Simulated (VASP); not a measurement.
Computed with PBE GGA, VASP's PBE PAW potentials (set 64) (plane waves; VASP).

Input for VASP

**KPOINTS**
```
Automatic mesh
0
Gamma
10 10 10
0 0 0
```

### POSCAR
```
HgTe
4.6094920
  0.0000000000   0.7071068149   0.7071068149
  0.7071068149   0.0000000000   0.7071068149
  0.7071068149   0.7071068149   0.0000000000
Hg Te
1 1
Cartesian
  0.0000000000   0.0000000000   0.0000000000
  0.3535534075   0.3535534075   0.3535534075
```

### INCAR
```
SYSTEM = HgTe
PREC = Accurate
ENCUT = 520
EDIFF = 1E-7
NELM = 100
ALGO = Normal
LREAL = .FALSE.
LASPH = .TRUE.
ISMEAR = 1
SIGMA = 0.1
GGA = PE
LMAXMIX = 6
LWAVE = .FALSE.
LCHARG = .FALSE.
ISIF = 2
```

POTCAR, in this order: Hg Te (PBE.64 set). Program: vasp_std.

What VASP printed:

File OSZICAR:
```
       N       E                     dE             d eps       ncg     rms          rms(c)
DAV:   1     0.108491635301E+03    0.10849E+03   -0.81073E+03  1222   0.120E+03
DAV:   2     0.792198866344E+00   -0.10770E+03   -0.10235E+03  1312   0.267E+02
DAV:   3    -0.378130232587E+01   -0.45735E+01   -0.45348E+01  1512   0.570E+01
DAV:   4    -0.382691239232E+01   -0.45610E-01   -0.45602E-01  1698   0.522E+00
DAV:   5    -0.382703879716E+01   -0.12640E-03   -0.12640E-03  1502   0.271E-01    0.753E+00
DAV:   6    -0.362581649905E+01    0.20122E+00   -0.49504E-01  1407   0.103E+01    0.596E+00
DAV:   7    -0.361941132231E+01    0.64052E-02   -0.10996E-01  1347   0.261E+00    0.220E+00
DAV:   8    -0.361865020048E+01    0.76112E-03   -0.11398E-02  1297   0.144E+00    0.594E-01
DAV:   9    -0.361868445816E+01   -0.34258E-04   -0.84450E-04  1447   0.367E-01    0.137E-01
DAV:  10    -0.361871438990E+01   -0.29932E-04   -0.95388E-05  1394   0.978E-02    0.536E-02
DAV:  11    -0.361873013046E+01   -0.15741E-04   -0.41131E-05  1312   0.574E-02    0.382E-02
DAV:  12    -0.361872810349E+01    0.20270E-05   -0.52103E-06  1422   0.229E-02    0.195E-02
DAV:  13    -0.361872801032E+01    0.93177E-07   -0.52321E-07  1387   0.438E-03
   1 F= -.36187280E+01 E0= -.36188025E+01  d E =0.223513E-03
```

### OUTCAR
```
------------------------ aborting loop because EDIFF is reached ----------------------------------------
  FORCE on cell =-STRESS in cart. coord.  units (eV):
  Direction    XX          YY          ZZ          XY          YZ          ZX
  --------------------------------------------------------------------------------------
  Total        1.0629348      1.0629348      1.0629348      0.0000000      0.0000000     -0.0000000
  in kB       24.5908165     24.5908165     24.5908165      0.0000000      0.0000000     -0.0000000
  external PRESSURE =      24.5908165 kB  Pullay stress =       0.0000000 kB
  volume of cell :       69.25
      direct lattice vectors                 reciprocal lattice vectors
     0.000000000  3.259403207  3.259403207    -0.153402316  0.153402316  0.153402316
     3.259403207  0.000000000  3.259403207     0.153402316 -0.153402316  0.153402316
     3.259403207  3.259403207  0.000000000     0.153402316  0.153402316 -0.153402316
 POSITION                                       TOTAL-FORCE (eV/Angst)
 -----------------------------------------------------------------------------------
      0.00000      0.00000      0.00000         0.000000      0.000000     -0.000000
      1.62970      1.62970      1.62970        -0.000000     -0.000000      0.000000
 -----------------------------------------------------------------------------------
    total drift:                               -0.000000     -0.000000     -0.000000
  FREE ENERGIE OF THE ION-ELECTRON SYSTEM (eV)
  ---------------------------------------------------
  free  energy   TOTEN  =        -3.6187280103 eV

  energy  without entropy=       -3.6189515235  energy(sigma->0) =       -3.61880251
```
(Selected blocks of OUTCAR.)

The compound is HgTe in the zinc blende structure. This cell is one point of a volume scan, at 0.94 of the reference volume.
